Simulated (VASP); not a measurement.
# YB6 with r2SCAN + rVV10: from relaxation to properties, part 8 of 9

What structure does YB6 take at this level, and what are its properties? The start is a cell from a database of measured crystal structures.

VASP 6.6.1; r2SCAN with rVV10; plane waves and PAW (Y_sv, B).

Still holding for the runs below: This run has no spin polarisation. Its electron count is odd, so without a moment it is a metal by construction.

So far. Step 12 (Volume scan with r2SCAN + rVV10 (run 5)): The run ends at a pressure of -3.49 GPa, with forces up to 0.075 eV/Å.

The database entry behind the starting cell differs from later determinations by our own check (about 0.3 % long, ideal inner coordinate), so it need not match the best structure at ambient conditions.

## (13) Volume scan with r2SCAN + rVV10 (run 6)

File INCAR:

```
SYSTEM = YB6
PREC = Accurate
ENCUT = 420
EDIFF = 1E-06
NELM = 100
ISMEAR = 0
SIGMA = 0.05
LREAL = .FALSE.
ALGO = Normal
METAGGA = R2SCAN
LUSE_VDW = .TRUE.
IVDW_NL = 2
BPARAM = 11.95
CPARAM = 0.0093
LASPH = .TRUE.
NBANDS = 21
LORBIT = 11
LWAVE = .FALSE.
LCHARG = .FALSE.
KPAR = 4
ISIF = 2
```

File POSCAR:

```
YB6
1.0
    4.1413187886      0.0000000000      0.0000000000
    0.0000000000      4.1413187886      0.0000000000
    0.0000000000      0.0000000000      4.1413187886
Y B
1 6
Direct
    0.0000000000      0.0000000000      0.0000000000
    0.1988345400      0.5000000000      0.5000000000
    0.5000000000      0.1988345400      0.5000000000
    0.8011654600      0.5000000000      0.5000000000
    0.5000000000      0.8011654600      0.5000000000
    0.5000000000      0.5000000000      0.1988345400
    0.5000000000      0.5000000000      0.8011654600
```

File KPOINTS:

```
Automatic mesh
0
Gamma
7 7 7
0 0 0
```

PAW data sets: Y_sv and B (PBE family, release 64).

On the command line:

```sh
> mpirun -np 4 vasp_std
```

Output:

```text
[... set-up lines as in an earlier step ...]
 entering main loop
       N       E                     dE             d eps       ncg     rms          rms(c)
Total rVV10 correction in eV:      0.3067770    29.9215336
Total rVV10 correction in eV:      0.3067770    29.9215336
Total rVV10 correction in eV:      0.3067770    29.9215336
Total rVV10 correction in eV:      0.3067770    29.9215336
DAV:   1     0.542097843205E+02    0.54210E+02   -0.12546E+04   840   0.112E+03
DAV:   2    -0.750504123093E+02   -0.12926E+03   -0.12447E+03  1084   0.244E+02
DAV:   3    -0.796805128180E+02   -0.46301E+01   -0.45783E+01  1360   0.388E+01
DAV:   4    -0.797591328504E+02   -0.78620E-01   -0.77920E-01  1159   0.443E+00
DAV:   5    -0.797605806084E+02   -0.14478E-02   -0.14472E-02  1139   0.498E-01    0.147E+01
Total rVV10 correction in eV:      0.3363558    29.9215339
Total rVV10 correction in eV:      0.3363558    29.9215339
Total rVV10 correction in eV:      0.3363558    29.9215339
Total rVV10 correction in eV:      0.3363558    29.9215339
[...]
Total rVV10 correction in eV:      0.3648779    29.9215339
DAV:  12    -0.671604473824E+02    0.82249E-04   -0.40672E-04  1120   0.115E-01    0.466E-02
Total rVV10 correction in eV:      0.3648859    29.9215339
Total rVV10 correction in eV:      0.3648859    29.9215339
Total rVV10 correction in eV:      0.3648859    29.9215339
Total rVV10 correction in eV:      0.3648859    29.9215339
DAV:  13    -0.671604481661E+02   -0.78369E-06   -0.38485E-05  1045   0.409E-02    0.963E-03
Total rVV10 correction in eV:      0.3648965    29.9215339
Total rVV10 correction in eV:      0.3648965    29.9215339
Total rVV10 correction in eV:      0.3648965    29.9215339
Total rVV10 correction in eV:      0.3648965    29.9215339
DAV:  14    -0.671604482804E+02   -0.11428E-06   -0.21947E-06   902   0.825E-03
Total rVV10 correction in eV:      0.3648984    29.9215339
Total rVV10 correction in eV:      0.3648984    29.9215339
Total rVV10 correction in eV:      0.3648984    29.9215339
Total rVV10 correction in eV:      0.3648984    29.9215339
Total rVV10 correction in eV:      0.3649005    29.9215339
Total rVV10 correction in eV:      0.3649005    29.9215339
Total rVV10 correction in eV:      0.3649005    29.9215339
Total rVV10 correction in eV:      0.3649005    29.9215339
   1 F= -.67160448E+02 E0= -.67158403E+02  d E =-.409102E-02
```

It took 53 s on 4 MPI ranks of AMD EPYC 7R43, shared host; peak memory 0.97 GiB; 3.5 min of CPU time.

OUTCAR, selected parts (step 13):

```text
  Total       -2.9654558     -2.9654558     -2.9654558      0.0000000      0.0000000      0.0000000
  in kB      -66.8938281    -66.8938281    -66.8938281      0.0000000      0.0000000      0.0000000
  external PRESSURE =     -66.8938281 kB  Pullay stress =       0.0000000 kB

 POSITION                                       TOTAL-FORCE (eV/Angst)
 -----------------------------------------------------------------------------------
      0.00000      0.00000      0.00000         0.000000     -0.000000     -0.000000
      0.82344      2.07066      2.07066         0.144920     -0.000000     -0.000000
      2.07066      0.82344      2.07066         0.000000      0.144920     -0.000000
      3.31788      2.07066      2.07066        -0.144920     -0.000000     -0.000000
      2.07066      3.31788      2.07066         0.000000     -0.144920     -0.000000
      2.07066      2.07066      0.82344        -0.000000      0.000000      0.144920
      2.07066      2.07066      3.31788         0.000000     -0.000000     -0.144920
 -----------------------------------------------------------------------------------
    total drift:                               -0.000000      0.000000      0.000000

  FREE ENERGIE OF THE ION-ELECTRON SYSTEM (eV)
  ---------------------------------------------------
  free  energy   TOTEN  =       -67.1604482804 eV

  energy  without entropy=      -67.1563572554  energy(sigma->0) =      -67.15840277

[... 1 part as in an earlier step ...]

[... 2 further parts left out ...]
[key lines of the parts left out:]
E-fermi :   6.5471
```

The pressure falls from -3.49 to -6.69 GPa.

The run ends at a pressure of -6.69 GPa, with forces up to 0.14 eV/Å.

## (14) Volume scan with r2SCAN + rVV10 (run 7)

A prediction first. A parabola through the 6 pressures of evenly scaled cells so far, P = 0.01 -183.6 t +332 t² GPa with t = ln(V/V₁) and V₁ the volume at scale 1, gives -9.56 GPa at t = +0.0583.

INCAR is that of step 13.

POSCAR: that of step 13 with these lines changed.

```diff
@@ -2,5 +2,5 @@
 1.0
-    4.1413187886      0.0000000000      0.0000000000
-    0.0000000000      4.1413187886      0.0000000000
-    0.0000000000      0.0000000000      4.1413187886
+    4.1676973265      0.0000000000      0.0000000000
+    0.0000000000      4.1676973265      0.0000000000
+    0.0000000000      0.0000000000      4.1676973265
 Y B
```

KPOINTS is that of step 13.

On the command line:

```sh
> mpirun -np 4 vasp_std
```

Output:

```text
[... set-up lines as in an earlier step ...]
 entering main loop
       N       E                     dE             d eps       ncg     rms          rms(c)
Total rVV10 correction in eV:      0.3121169    29.9215336
Total rVV10 correction in eV:      0.3121169    29.9215336
Total rVV10 correction in eV:      0.3121169    29.9215336
Total rVV10 correction in eV:      0.3121169    29.9215336
DAV:   1     0.558274678223E+02    0.55827E+02   -0.12567E+04   840   0.112E+03
DAV:   2    -0.747404277209E+02   -0.13057E+03   -0.12641E+03  1128   0.241E+02
DAV:   3    -0.794289481167E+02   -0.46885E+01   -0.46552E+01  1299   0.392E+01
DAV:   4    -0.795129352393E+02   -0.83987E-01   -0.83358E-01  1168   0.442E+00
DAV:   5    -0.795143291092E+02   -0.13939E-02   -0.13929E-02  1113   0.511E-01    0.143E+01
Total rVV10 correction in eV:      0.3413937    29.9215339
Total rVV10 correction in eV:      0.3413937    29.9215339
Total rVV10 correction in eV:      0.3413937    29.9215339
Total rVV10 correction in eV:      0.3413937    29.9215339
[...]
Total rVV10 correction in eV:      0.3693005    29.9215339
DAV:  12    -0.670910716289E+02    0.12115E-03   -0.48399E-04  1128   0.125E-01    0.665E-02
Total rVV10 correction in eV:      0.3693144    29.9215339
Total rVV10 correction in eV:      0.3693144    29.9215339
Total rVV10 correction in eV:      0.3693144    29.9215339
Total rVV10 correction in eV:      0.3693144    29.9215339
DAV:  13    -0.670910728006E+02   -0.11717E-05   -0.52136E-05  1024   0.443E-02    0.371E-03
Total rVV10 correction in eV:      0.3693257    29.9215339
Total rVV10 correction in eV:      0.3693257    29.9215339
Total rVV10 correction in eV:      0.3693257    29.9215339
Total rVV10 correction in eV:      0.3693257    29.9215339
DAV:  14    -0.670910729994E+02   -0.19885E-06   -0.36607E-06  1062   0.101E-02
Total rVV10 correction in eV:      0.3693304    29.9215339
Total rVV10 correction in eV:      0.3693304    29.9215339
Total rVV10 correction in eV:      0.3693304    29.9215339
Total rVV10 correction in eV:      0.3693304    29.9215339
Total rVV10 correction in eV:      0.3693299    29.9215339
Total rVV10 correction in eV:      0.3693299    29.9215339
Total rVV10 correction in eV:      0.3693299    29.9215339
Total rVV10 correction in eV:      0.3693299    29.9215339
   1 F= -.67091073E+02 E0= -.67089119E+02  d E =-.390784E-02
```

It took 73 s on 4 MPI ranks; peak memory 0.94 GiB.

From OUTCAR (step 14):

```text
  Total       -4.3449684     -4.3449684     -4.3449684     -0.0000000     -0.0000000      0.0000000
  in kB      -96.1631528    -96.1631528    -96.1631528     -0.0000000     -0.0000000      0.0000000
  external PRESSURE =     -96.1631528 kB  Pullay stress =       0.0000000 kB

 POSITION                                       TOTAL-FORCE (eV/Angst)
 -----------------------------------------------------------------------------------
      0.00000      0.00000      0.00000        -0.000000      0.000000     -0.000000
      0.82868      2.08385      2.08385         0.210857      0.000000     -0.000000
      2.08385      0.82868      2.08385        -0.000000      0.210857     -0.000000
      3.33902      2.08385      2.08385        -0.210857     -0.000000     -0.000000
      2.08385      3.33902      2.08385        -0.000000     -0.210857     -0.000000
      2.08385      2.08385      0.82868        -0.000000     -0.000000      0.210857
      2.08385      2.08385      3.33902        -0.000000      0.000000     -0.210857
 -----------------------------------------------------------------------------------
    total drift:                               -0.000000      0.000000      0.000000

  FREE ENERGIE OF THE ION-ELECTRON SYSTEM (eV)
  ---------------------------------------------------
  free  energy   TOTEN  =       -67.0910729994 eV

  energy  without entropy=      -67.0871651566  energy(sigma->0) =      -67.08911908

[... 1 part as in an earlier step ...]

[... 2 further parts left out ...]
[key lines of the parts left out:]
E-fermi :   6.4071
```

The pressure falls from -6.69 to -9.62 GPa. The parabola predicted -9.56 GPa, +0.05 GPa off.

## (15) Side by side

Times are for 4 MPI ranks of AMD EPYC 7R43, shared host. The series side by side:

```csv
no.,volume scale,energy above the lowest point (meV/atom),pressure (GPa),time,memory (GiB)
1,0.94,22.26,12.64,87 s,0.9
2,0.96,9.65,8.044,89 s,0.86
3,0.98,2.38,3.848,91 s,0.85
4,1,0,0.01412,83 s,0.94
5,1.02,2.09,-3.488,73 s,0.97
6,1.04,8.25,-6.689,53 s,0.97
7,1.06,18.15,-9.616,73 s,0.94
```

## (16) Fit for r2SCAN + rVV10

This step: Birch-Murnaghan fit, r2SCAN with rVV10; plane waves and PAW (VASP 6.6.1).

Derived from the runs above.

This step gave:

```
pressure derivative of the bulk modulus : 3.502
r.m.s. error of the fit                 : 1.03e-6 eV/atom
minimum inside the sampled range        : yes
bulk modulus                            : 182.9 GPa
equilibrium volume of the fit           : 9.760 Å³/atom
```

The energy above the fitted minimum by volume:

```csv
volume (Å³/atom),energy above the fitted minimum (eV/atom)
9.171,0.0223
9.366,0.00965
9.561,0.00238
9.756,-7.6e-7
9.951,0.00209
10.146,0.00825
10.342,0.0181
```

The fitted volume lies +0.04 % from the relaxed one. The atoms bear forces along the scan, since they were held; freeing them would lower the modulus.

(Continued in part 9 of 9.)

[Lines on the potential files, build, host, timing and source positions are cut from VASP's logs without a mark.]

[Logs are printed without paths, hosts, clocks, repeated set-up lines and the standing remarks that a program may print on its own settings, such as how far it seeks lower states.]

[Hosts, paths, dates, database ids (printed as entryN), source tags and the programs' standing remarks are cut or masked in the printed files.]

[A measured line is paired with the nearest computed mode of its activity, which favours agreement.]
